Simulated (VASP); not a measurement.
# NbAs2 under strain, part 2 of 4

Aim: follow the pressure of NbAs2 through compression, expansion and shear. All runs use LDA. Left out of this account: at least 1 further run (self-consistent run: a reference on another mesh). The start is a cell from a database of measured crystal structures.

VASP 6.6.1; LDA; plane waves and PAW (Nb_sv, As).

Still holding for the runs below: Spin-orbit coupling is off here; it would split degenerate levels.

So far, pressure (GPa): step 2 (bands, cell as listed) -4.92.

The database entry behind the starting cell differs from later determinations by our own check (b about 0.4 % long), so it need not match the best structure at ambient conditions.

### Step 3. Bands, volume times 1.04

The cell is expanded evenly, with fractional positions held.

Input file INCAR:

```
SYSTEM = NbAs2
PREC = Accurate
ENCUT = 400
EDIFF = 1E-06
NELM = 100
ISMEAR = -1
SIGMA = 0.05
LREAL = .FALSE.
ALGO = Normal
GGA = CA
NBANDS = 39
LASPH = .TRUE.
LORBIT = 11
LWAVE = .FALSE.
LCHARG = .FALSE.
KPAR = 4
```

Input file POSCAR:

```
NbAs2
1.0
    0.0000000000     -3.4406893354      0.0000000000
   -4.7456386475      1.7203446677      0.0000000000
   -0.8642959911      1.7203446677     -6.8826549274
Nb As
2 4
Direct
    0.8426000000      0.8817000000      0.8035000000
    0.1574000000      0.1183000000      0.1965000000
    0.5941000000      0.2966000000      0.8916000000
    0.4059000000      0.7034000000      0.1084000000
    0.1400000000      0.7520000000      0.5280000000
    0.8600000000      0.2480000000      0.4720000000
```

Input file KPOINTS:

```
Automatic mesh
0
Gamma
10 10 10
0 0 0
```

Input file KPOINTS_OPT:

```
Line mode
16
Line-mode
Reciprocal
  0.00000000  -0.50000000   0.00000000 X
  0.00000000   0.00000000   0.00000000 GAMMA

  0.00000000   0.00000000   0.00000000 GAMMA
  0.00000000   0.00000000  -0.50000000 Y

  0.00000000  -0.50000000  -0.50000000 L
  0.00000000   0.00000000   0.00000000 GAMMA

  0.00000000   0.00000000   0.00000000 GAMMA
  0.50000000   0.00000000   0.00000000 Z

  0.50000000  -0.50000000   0.00000000 N
  0.00000000   0.00000000   0.00000000 GAMMA

  0.00000000   0.00000000   0.00000000 GAMMA
  0.50000000   0.00000000  -0.50000000 M

  0.50000000  -0.50000000  -0.50000000 R
  0.00000000   0.00000000   0.00000000 GAMMA
```

The projector-augmented-wave data sets are Nb_sv and As (LDA family, release 64).

Launch:

```console
> mpirun -np 4 vasp_std
```

Log:

```text
[... set-up lines as in an earlier step ...]
 entering main loop
       N       E                     dE             d eps       ncg     rms          rms(c)
DAV:   1     0.325246844330E+03    0.32525E+03   -0.19047E+04 22244   0.912E+02
DAV:   2    -0.205806426553E+02   -0.34583E+03   -0.32862E+03 29899   0.343E+02
DAV:   3    -0.471103782553E+02   -0.26530E+02   -0.25996E+02 35440   0.732E+01
DAV:   4    -0.494928896580E+02   -0.23825E+01   -0.23581E+01 36540   0.178E+01
DAV:   5    -0.495355325422E+02   -0.42643E-01   -0.42634E-01 32492   0.245E+00    0.112E+01
DAV:   6    -0.478508544565E+02    0.16847E+01   -0.51618E+00 34641   0.150E+01    0.414E+00
DAV:   7    -0.475238931924E+02    0.32696E+00   -0.91893E-01 33887   0.633E+00    0.284E+00
DAV:   8    -0.474635716095E+02    0.60322E-01   -0.15038E-01 30796   0.223E+00    0.578E-01
DAV:   9    -0.474620098452E+02    0.15618E-02   -0.16745E-02 29161   0.598E-01    0.277E-01
DAV:  10    -0.474616554998E+02    0.35435E-03   -0.21378E-03 33539   0.289E-01    0.799E-02
DAV:  11    -0.474616573302E+02   -0.18304E-05   -0.23150E-04 30691   0.868E-02    0.272E-02
DAV:  12    -0.474616548098E+02    0.25204E-05   -0.24018E-05 30193   0.266E-02    0.713E-03
DAV:  13    -0.474616546996E+02    0.11020E-06   -0.25215E-06 21002   0.101E-02
   1 F= -.47461655E+02 E0= -.47458875E+02  d E =-.555938E-02
 Start KPOINTS_OPT (optional k-point list driver)
k-point batch [1-112\112]
       N       E                     dE             ncg
DAV:   1     0.151954568018E+05   -0.60470E+05     8952
DAV:   2    -0.241636940064E+05   -0.39359E+05    11808
DAV:   3    -0.272836929408E+05   -0.31200E+04    13856
DAV:   4    -0.275757175648E+05   -0.29202E+03    14500
DAV:   5    -0.275815137905E+05   -0.57962E+01    12311
DAV:   6    -0.275816232025E+05   -0.10941E+00    12793
DAV:   7    -0.275816262293E+05   -0.30268E-02    12550
DAV:   8    -0.275816263065E+05   -0.77170E-04    12044
DAV:   9    -0.275816263082E+05   -0.16491E-05     7200
DAV:  10    -0.275816263087E+05   -0.52543E-06     6846
```

The job ended after 2.1 min (4 MPI ranks of Intel Xeon Platinum 8488C (Sapphire Rapids), shared host; peak memory 4.2 GiB; 8.6 min of CPU time).

Parts of OUTCAR (step 3):

```text
  LATTYP: Found a base centered monoclinic cell.
 ALAT       =     9.4912772950
 B/A-ratio  =     0.3625106746
 C/A-ratio  =     0.8325149445
 COS(beta)  =    -0.4912078347

The static configuration has the point symmetry C_2h.

 Found    282 irreducible k-points:

   dimension x,y,z NGX =    24 NGY =   36 NGZ =   48
   dimension x,y,z NGXF=    48 NGYF=   72 NGZF=   96

   ENCUT  =  400.0 eV  29.40 Ry    5.42 a.u.   5.61  8.23 11.65*2*pi/ulx,y,z

   NELECT =      46.0000    total number of electrons

 E-fermi :   7.7037

 k-point     1 :       0.0000    0.0000    0.0000
  band No.  band energies     occupation
    ...
     19       6.0303      2.00000
     20       6.0379      2.00000
     21       6.6641      2.00000
     22       6.8855      2.00000
     23       7.5207      1.94980
     24       8.4671      0.00000
     25       8.8001      0.00000
     26       9.5444      0.00000
     27      10.3957      0.00000
     28      10.4917      0.00000
    ...

 k-point     2 :       0.1000    0.0000    0.0000
  band No.  band energies     occupation
    ...
     19       5.9784      2.00000
     20       5.9998      2.00000
     21       6.4651      2.00000
     22       6.5986      2.00000
     23       7.4795      1.97765
     24       8.6175      0.00000
     25       9.0652      0.00000
     26       9.1949      0.00000
     27      10.0262      0.00000
     28      10.5138      0.00000
    ...

  Total       -6.8239169     -6.6295867     -7.0559975      0.0000000      0.0000000     -0.0719077
  in kB      -97.2855167    -94.5150380   -100.5941857      0.0000000      0.0000000     -1.0251551
  external PRESSURE =     -97.4649135 kB  Pullay stress =       0.0000000 kB

  energy-cutoff  :      400.00
  volume of cell :      112.38
      direct lattice vectors                 reciprocal lattice vectors
     0.000000000 -3.440689335  0.000000000    -0.105359897 -0.290639434 -0.059415715
    -4.745638647  1.720344668  0.000000000    -0.210719794  0.000000000  0.026461340
    -0.864295991  1.720344668 -6.882654927     0.000000000  0.000000000 -0.145292770

 POSITION                                       TOTAL-FORCE (eV/Angst)
 -----------------------------------------------------------------------------------
     -4.87869      0.00000     -5.53021        -0.074445      0.000000     -0.082665
     -0.73124     -0.00000     -1.35244         0.074445     -0.000000      0.082665
     -2.17816      0.00000     -6.13658         0.229599      0.000000     -0.270530
     -3.43177     -0.00000     -0.74608        -0.229599     -0.000000      0.270530
     -4.02507      1.72034     -3.63404        -0.318550      0.000000     -0.125770
     -1.58487     -1.72034     -3.24861         0.318550     -0.000000      0.125770
 -----------------------------------------------------------------------------------
    total drift:                                0.000000     -0.000000      0.000000

  FREE ENERGIE OF THE ION-ELECTRON SYSTEM (eV)
  ---------------------------------------------------
  free  energy   TOTEN  =       -47.4616546996 eV

  energy  without entropy=      -47.4560953219  energy(sigma->0) =      -47.45887501

 total charge
# of ion       s       p       d       tot
------------------------------------------
    1        2.155   6.009   2.456  10.620
    2        2.155   6.009   2.456  10.620
    3        1.236   1.499   0.050   2.785
    4        1.236   1.499   0.050   2.785
    5        1.246   1.477   0.056   2.779
    6        1.246   1.477   0.056   2.779
--------------------------------------------------
tot          9.272  17.972   5.124  32.368

[... 2 parts as in an earlier step ...]

[... 7 further parts left out ...]
```

This step gave:

| Quantity | Value |
| --- | --- |
| free energy (TOTEN) | -47.46 eV |
| energy at zero smearing | -47.46 eV |
| Fermi energy | 7.704 eV |
| pressure | -9.746 GPa |

The electronic bands at the labelled points (eV, zero at the Fermi level; # counts the bands kept in this run, so #1 is VASP's band 12):

```
          point     #9    #10    #11    #12   #13   #14   #15   #16
              X  -0.89  -0.76  -0.67   0.07  0.52  1.10  1.23  1.89
0.47 of the way  -1.48  -0.98  -0.57  -0.56  0.78  1.25  1.65  2.12
              Γ  -1.67  -1.04  -0.82  -0.18  0.76  1.10  1.84  2.69
0.53 of the way  -1.52  -0.84  -0.77  -0.66  0.79  1.43  1.59  2.51
              Y  -1.65  -1.26  -0.58  -0.19  0.06  1.96  1.98  2.03
      jump to L  -0.86  -0.78  -0.21  -0.12  0.49  0.72  1.74  2.09
0.53 of the way  -1.27  -1.23  -0.94  -0.52  0.93  1.37  1.59  1.65
              Γ  -1.67  -1.04  -0.82  -0.18  0.76  1.10  1.84  2.69
0.47 of the way  -1.89  -1.52  -1.40  -0.62  0.83  1.22  1.82  2.19
              Z  -2.08  -1.76  -1.36  -0.98  1.39  1.88  2.13  2.40
      jump to N  -1.80  -1.66  -1.34  -0.68  0.48  1.21  1.86  2.38
0.53 of the way  -1.96  -1.62  -1.20  -0.88  0.82  1.07  1.80  2.14
              Γ  -1.67  -1.04  -0.82  -0.18  0.76  1.10  1.84  2.69
0.53 of the way  -2.08  -1.64  -1.27  -0.95  0.77  1.08  1.85  2.12
              M  -1.80  -1.66  -1.34  -0.68  0.48  1.21  1.86  2.38
      jump to R  -2.08  -1.76  -1.36  -0.98  1.39  1.88  2.13  2.40
0.47 of the way  -2.01  -1.58  -1.47  -0.76  0.89  1.27  1.85  2.20
              Γ  -1.67  -1.04  -0.82  -0.18  0.76  1.10  1.84  2.69
```

Of the projections kept (Nb, As), the largest for each band there, as a share of the weight inside these atoms' spheres; weight between the spheres isn't counted:

```
point       #9      #10      #11      #12      #13      #14      #15      #16
    X  Nb 0.65  As 0.67  Nb 0.55  Nb 0.73  Nb 0.85  As 0.55  As 0.64  Nb 0.56
    Γ  Nb 0.56  Nb 0.66  Nb 0.52  As 0.60  Nb 0.92  Nb 0.74  As 0.85  Nb 0.75
    Y  Nb 0.54  Nb 0.70  As 0.66  Nb 0.55  Nb 0.63  Nb 0.65  Nb 0.75  Nb 0.73
    L  Nb 0.70  As 0.91  Nb 0.71  Nb 0.65  Nb 0.79  Nb 0.95  As 0.94  As 0.56
    Γ  Nb 0.56  Nb 0.66  Nb 0.52  As 0.60  Nb 0.92  Nb 0.74  As 0.85  Nb 0.75
    Z  Nb 0.59  Nb 0.59  Nb 0.64  As 0.51  Nb 0.74  As 0.66  Nb 0.73  Nb 0.78
```

Force by atom:

```
atom  x (eV/Å)  y (eV/Å)  z (eV/Å)   size
 Nb1    -0.074     0.000    -0.083  0.111
 Nb2     0.074     0.000     0.083  0.111
 As3     0.230     0.000    -0.271  0.355
 As4    -0.230     0.000     0.271  0.355
 As5    -0.319     0.000    -0.126  0.342
 As6     0.319     0.000     0.126  0.342
```

 The pressure is -9.75 GPa.

For the pressure, step 2 gave -4.92 GPa; this run, with cell volume +4.0 %, gives -9.75 GPa.

### Step 4. Bands, volume times 1.08

The cell is expanded evenly, with fractional positions held.

INCAR is that of step 3.

Edit POSCAR of step 3 so:

```diff
@@ -2,5 +2,5 @@
 1.0
-    0.0000000000     -3.4406893354      0.0000000000
-   -4.7456386475      1.7203446677      0.0000000000
-   -0.8642959911      1.7203446677     -6.8826549274
+    0.0000000000     -3.4842469889      0.0000000000
+   -4.8057164005      1.7421234945      0.0000000000
+   -0.8752376082      1.7421234945     -6.9697863914
 Nb As
```

KPOINTS is that of step 3.

Input file KPOINTS_OPT:

```
Line mode
16
Line-mode
Reciprocal
  0.00000000   0.50000000   0.00000000 X
  0.00000000   0.00000000   0.00000000 GAMMA

  0.00000000   0.00000000   0.00000000 GAMMA
  0.00000000   0.00000000   0.50000000 Y

  0.00000000   0.50000000   0.50000000 L
  0.00000000   0.00000000   0.00000000 GAMMA

  0.00000000   0.00000000   0.00000000 GAMMA
  0.50000000  -0.50000000  -0.50000000 Z

  0.50000000   0.00000000  -0.50000000 N
  0.00000000   0.00000000   0.00000000 GAMMA

  0.00000000   0.00000000   0.00000000 GAMMA
  0.50000000  -0.50000000   0.00000000 M

  0.50000000   0.00000000   0.00000000 R
  0.00000000   0.00000000   0.00000000 GAMMA
```

Launch:

```console
> mpirun -np 4 vasp_std
```

Log:

```text
[... set-up lines as in an earlier step ...]
 entering main loop
       N       E                     dE             d eps       ncg     rms          rms(c)
DAV:   1     0.321617268125E+03    0.32162E+03   -0.19049E+04 22404   0.909E+02
DAV:   2    -0.205582913894E+02   -0.34218E+03   -0.32560E+03 30037   0.340E+02
DAV:   3    -0.469581916545E+02   -0.26400E+02   -0.25868E+02 34888   0.725E+01
DAV:   4    -0.493614920292E+02   -0.24033E+01   -0.23775E+01 36649   0.181E+01
DAV:   5    -0.494041438657E+02   -0.42652E-01   -0.42642E-01 32464   0.242E+00    0.108E+01
DAV:   6    -0.476283628534E+02    0.17758E+01   -0.58988E+00 34531   0.157E+01    0.419E+00
DAV:   7    -0.472172154078E+02    0.41115E+00   -0.10882E+00 34289   0.698E+00    0.273E+00
DAV:   8    -0.471530854814E+02    0.64130E-01   -0.17095E-01 30787   0.231E+00    0.583E-01
DAV:   9    -0.471512995531E+02    0.17859E-02   -0.17827E-02 28926   0.613E-01    0.283E-01
DAV:  10    -0.471509001750E+02    0.39938E-03   -0.22686E-03 32511   0.299E-01    0.778E-02
DAV:  11    -0.471508936684E+02    0.65066E-05   -0.27378E-04 31004   0.961E-02    0.295E-02
DAV:  12    -0.471508907398E+02    0.29286E-05   -0.29284E-05 30245   0.323E-02    0.738E-03
DAV:  13    -0.471508905722E+02    0.16755E-06   -0.32432E-06 21870   0.121E-02
   1 F= -.47150891E+02 E0= -.47147977E+02  d E =-.582709E-02
 Start KPOINTS_OPT (optional k-point list driver)
k-point batch [1-112\112]
       N       E                     dE             ncg
DAV:   1     0.125148421883E+05   -0.62006E+05     9000
DAV:   2    -0.265918064177E+05   -0.39107E+05    11887
DAV:   3    -0.296986022808E+05   -0.31068E+04    13800
DAV:   4    -0.299881574020E+05   -0.28956E+03    14327
DAV:   5    -0.299939756170E+05   -0.58182E+01    12382
DAV:   6    -0.299940946520E+05   -0.11904E+00    12777
DAV:   7    -0.299940974738E+05   -0.28218E-02    12342
DAV:   8    -0.299940975718E+05   -0.98036E-04    12062
DAV:   9    -0.299940975733E+05   -0.14616E-05     7497
DAV:  10    -0.299940975738E+05   -0.52096E-06     6974
```

Wall time 3.3 min (4 MPI ranks); peak memory 4.3 GiB.

OUTCAR, selected parts (step 4):

```text
  LATTYP: Found a base centered monoclinic cell.
 ALAT       =     9.6114328010
 B/A-ratio  =     0.3625106746
 C/A-ratio  =     0.8325149445
 COS(beta)  =    -0.4912078347

The static configuration has the point symmetry C_2h.

 Found    282 irreducible k-points:

   ENCUT  =  400.0 eV  29.40 Ry    5.42 a.u.   5.68  8.34 11.80*2*pi/ulx,y,z

   NELECT =      46.0000    total number of electrons

 E-fermi :   7.2501

 k-point     1 :       0.0000    0.0000    0.0000
  band No.  band energies     occupation
    ...
     19       5.6561      2.00000
     20       5.6638      2.00000
     21       6.2648      2.00000
     22       6.4680      2.00000
     23       7.0578      1.95812
     24       7.9980      0.00000
     25       8.2698      0.00000
     26       9.0133      0.00000
     27       9.8042      0.00000
     28       9.9105      0.00000
    ...

 k-point     2 :       0.1000    0.0000    0.0000
  band No.  band energies     occupation
    ...
     19       5.5954      2.00000
     20       5.6222      2.00000
     21       6.0782      2.00000
     22       6.1965      2.00000
     23       7.0128      1.98277
     24       8.1392      0.00000
     25       8.5276      0.00000
     26       8.6611      0.00000
     27       9.4436      0.00000
     28       9.9339      0.00000
    ...

  Total      -10.0784087     -9.3509599    -10.2581894      0.0000000      0.0000000     -0.0824519
  in kB     -138.3617378   -128.3749345   -140.8298628      0.0000000      0.0000000     -1.1319435
  external PRESSURE =    -135.8555117 kB  Pullay stress =       0.0000000 kB

  energy-cutoff  :      400.00
  volume of cell :      116.70
      direct lattice vectors                 reciprocal lattice vectors
     0.000000000 -3.484246989  0.000000000    -0.104042760 -0.287006060 -0.058672941
    -4.805716400  1.742123494  0.000000000    -0.208085521  0.000000000  0.026130539
    -0.875237608  1.742123494 -6.969786391     0.000000000  0.000000000 -0.143476420

 POSITION                                       TOTAL-FORCE (eV/Angst)
 -----------------------------------------------------------------------------------
     -4.94045      0.00000     -5.60022        -0.119819      0.000000     -0.074914
     -0.74050      0.00000     -1.36956         0.119819     -0.000000      0.074914
     -2.20574      0.00000     -6.21426         0.350794     -0.000000     -0.387038
     -3.47522      0.00000     -0.75552        -0.350794      0.000000      0.387038
     -4.07602      1.74212     -3.68005        -0.392074      0.000000     -0.152786
     -1.60493     -1.74212     -3.28974         0.392074     -0.000000      0.152786
 -----------------------------------------------------------------------------------
    total drift:                                0.000000     -0.000000      0.000000

  FREE ENERGIE OF THE ION-ELECTRON SYSTEM (eV)
  ---------------------------------------------------
  free  energy   TOTEN  =       -47.1508905722 eV

  energy  without entropy=      -47.1450634837  energy(sigma->0) =      -47.14797703

 total charge
# of ion       s       p       d       tot
------------------------------------------
    1        2.151   6.001   2.420  10.571
    2        2.151   6.001   2.420  10.571
    3        1.238   1.475   0.045   2.758
    4        1.238   1.475   0.045   2.758
    5        1.248   1.454   0.051   2.752
    6        1.248   1.454   0.051   2.752
--------------------------------------------------
tot          9.273  17.859   5.032  32.163

[... 3 parts as in an earlier step ...]

[... 7 further parts left out ...]
```

This step gave:

```yaml
free_energy_toten: -47.15 eV
energy_at_zero_smearing: -47.15 eV
fermi_energy: 7.250 eV
pressure: -13.59 GPa
```

The electronic bands at the labelled points (eV, zero at the Fermi level; # counts the bands kept in this run, so #1 is VASP's band 12):

```
          point     #9    #10    #11    #12   #13   #14   #15   #16
              X  -0.86  -0.75  -0.65   0.07  0.51  1.01  1.15  1.81
0.53 of the way  -1.43  -0.96  -0.62  -0.49  0.77  1.15  1.66  2.01
              Γ  -1.59  -0.99  -0.78  -0.19  0.75  1.02  1.76  2.55
0.53 of the way  -1.45  -0.82  -0.73  -0.66  0.76  1.34  1.53  2.35
              Y  -1.57  -1.21  -0.58  -0.17  0.06  1.84  1.87  1.91
      jump to L  -0.81  -0.75  -0.19  -0.12  0.47  0.70  1.63  1.97
0.47 of the way  -1.18  -1.17  -0.79  -0.58  0.90  1.30  1.39  1.49
              Γ  -1.59  -0.99  -0.78  -0.19  0.75  1.02  1.76  2.55
0.53 of the way  -1.92  -1.52  -1.39  -0.74  0.85  1.22  1.75  2.07
              Z  -1.99  -1.68  -1.29  -0.94  1.33  1.78  2.03  2.28
      jump to N  -1.76  -1.58  -1.31  -0.65  0.46  1.16  1.78  2.25
0.53 of the way  -1.89  -1.55  -1.14  -0.85  0.78  1.04  1.69  2.01
              Γ  -1.59  -0.99  -0.78  -0.19  0.75  1.02  1.76  2.55
0.53 of the way  -2.00  -1.57  -1.21  -0.92  0.74  1.04  1.74  1.99
              M  -1.76  -1.58  -1.31  -0.65  0.46  1.16  1.78  2.25
      jump to R  -1.99  -1.68  -1.29  -0.94  1.33  1.78  2.03  2.28
0.53 of the way  -1.82  -1.46  -1.33  -0.61  0.79  1.17  1.72  2.06
              Γ  -1.59  -0.99  -0.78  -0.19  0.75  1.02  1.76  2.55
```

Of the projections kept (Nb, As), the largest for each band there, as a share of the weight inside these atoms' spheres; weight between the spheres isn't counted:

```
point       #9      #10      #11      #12      #13      #14      #15      #16
    X  Nb 0.62  As 0.63  Nb 0.57  Nb 0.73  Nb 0.85  As 0.54  As 0.63  Nb 0.57
    Γ  Nb 0.57  Nb 0.69  Nb 0.53  As 0.60  Nb 0.93  Nb 0.76  As 0.86  Nb 0.80
    Y  Nb 0.54  Nb 0.73  As 0.66  Nb 0.55  Nb 0.64  Nb 0.76  Nb 0.65  Nb 0.75
    L  Nb 0.71  As 0.91  Nb 0.71  Nb 0.65  Nb 0.79  Nb 0.96  As 0.92  As 0.55
    Γ  Nb 0.57  Nb 0.69  Nb 0.53  As 0.60  Nb 0.93  Nb 0.76  As 0.86  Nb 0.80
    Z  Nb 0.59  Nb 0.59  Nb 0.64  Nb 0.50  Nb 0.75  As 0.63  Nb 0.74  Nb 0.79
```

Force by atom:

```
atom  x (eV/Å)  y (eV/Å)  z (eV/Å)   size
 Nb1    -0.120     0.000    -0.075  0.141
 Nb2     0.120     0.000     0.075  0.141
 As3     0.351     0.000    -0.387  0.522
 As4    -0.351     0.000     0.387  0.522
 As5    -0.392     0.000    -0.153  0.421
 As6     0.392     0.000     0.153  0.421
```

 The pressure is -13.59 GPa.

For the pressure, step 2 gave -4.92 GPa; this run, with cell volume +8.0 %, gives -13.6 GPa.

(Continued in part 3 of 4.)

[Lines on the potential files, build, host, timing and source positions are cut from VASP's logs without a mark.]

[Logs are printed without paths, hosts, clocks, repeated set-up lines and the standing remarks that a program may print on its own settings, such as how far it seeks lower states.]

[Hosts, paths, dates, database ids (printed as entryN), source tags and the programs' standing remarks are cut or masked in the printed files.]

[A measured line is paired with the nearest computed mode of its activity, which favours agreement.]

[In band tables of VASP the shares of atoms and orbitals are scaled to a sum of 1 inside the atoms' spheres.]
